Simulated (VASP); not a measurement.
Output of a VASP run:

File OSZICAR:
```
       N       E                     dE             d eps       ncg     rms          rms(c)
DAV:   1     0.211438294575E+03    0.21144E+03   -0.15365E+04   632   0.121E+03
DAV:   2    -0.199132524814E+01   -0.21343E+03   -0.20973E+03   706   0.323E+02
DAV:   3    -0.132722675860E+02   -0.11281E+02   -0.11252E+02   712   0.763E+01
DAV:   4    -0.134012842287E+02   -0.12902E+00   -0.12895E+00   724   0.784E+00
DAV:   5    -0.134037545573E+02   -0.24703E-02   -0.24703E-02   748   0.105E+00    0.104E+01
DAV:   6    -0.123097845500E+02    0.10940E+01   -0.26612E+00   786   0.161E+01    0.831E+00
DAV:   7    -0.122928268624E+02    0.16958E-01   -0.76227E-01   724   0.505E+00    0.397E+00
DAV:   8    -0.122911955017E+02    0.16314E-02   -0.10350E-01   726   0.338E+00    0.482E-01
DAV:   9    -0.122890081493E+02    0.21874E-02   -0.21041E-02   806   0.178E+00    0.141E-01
DAV:  10    -0.122892965052E+02   -0.28836E-03   -0.15659E-03   718   0.387E-01    0.114E-01
DAV:  11    -0.122894169158E+02   -0.12041E-03   -0.21463E-04   738   0.107E-01    0.103E-01
DAV:  12    -0.122894572395E+02   -0.40324E-04   -0.19649E-04   676   0.810E-02    0.195E-02
DAV:  13    -0.122894561145E+02    0.11250E-05   -0.13070E-05   766   0.280E-02    0.585E-03
DAV:  14    -0.122894574196E+02   -0.13051E-05   -0.18386E-06   570   0.750E-03    0.894E-03
DAV:  15    -0.122894568402E+02    0.57948E-06   -0.98911E-07   520   0.689E-03
   1 F= -.12289457E+02 E0= -.12289457E+02  d E =-.312136E-15
```

OUTCAR:
```
------------------------ aborting loop because EDIFF is reached ----------------------------------------
  FORCE on cell =-STRESS in cart. coord.  units (eV):
  Direction    XX          YY          ZZ          XY          YZ          ZX
  --------------------------------------------------------------------------------------
  Total       -0.6586744     -0.6586743     -0.5700460      0.0000000      0.0000000      0.0000000
  in kB       -9.9696577     -9.9696573     -8.6281843      0.0000000      0.0000000      0.0000000
  external PRESSURE =      -9.5224998 kB  Pullay stress =       0.0000000 kB
  volume of cell :      105.85
      direct lattice vectors                 reciprocal lattice vectors
     2.111400000 -3.657052000  0.000000000     0.236809700 -0.136722147  0.000000000
     2.111400000  3.657052000  0.000000000     0.236809700  0.136722147  0.000000000
     0.000000000  0.000000000  6.854400000     0.000000000  0.000000000  0.145891690
  FREE ENERGIE OF THE ION-ELECTRON SYSTEM (eV)
  ---------------------------------------------------
  free  energy   TOTEN  =       -12.2894568402 eV

  energy  without entropy=      -12.2894568402  energy(sigma->0) =      -12.28945684
```
(Selected blocks of OUTCAR.)

### POSCAR
```
CdS
1
    2.1114000000    -3.6570520000     0.0000000000
    2.1114000000     3.6570520000     0.0000000000
    0.0000000000     0.0000000000     6.8544000000
Cd S
2 2
Direct
  0.6666670000   0.3333330000   0.5000000000
  0.3333330000   0.6666670000   0.0000000000
  0.6666670000   0.3333330000   0.8770000000
  0.3333330000   0.6666670000   0.3770000000
```

Task: Write an INCAR and KPOINTS that could have produced this output.

Result: One answer among several that fit: the input of the run itself, PBE GGA, plane waves, VASP's PBE PAW potentials (set 64).

### KPOINTS
```
K-points
0
gamma
6 6 3
```

**INCAR**
```
SYSTEM  =  CdS
PREC  =  Accurate; ENCUT  =  400; LREAL  =  F
LASPH  =  T
EDIFF  =  1E-6; NELM  =  100; ALGO  =  Normal
LMAXMIX  =  4
ISMEAR  =  0; SIGMA  =  0.05
GGA  =  PE
ISIF  =  2
LWAVE  =  F; LCHARG  =  F
```

POTCAR, in this order: Cd S (PBE.64 set). Program: vasp_std.

The compound is CdS in the wurtzite structure. The cell was not relaxed at this level.
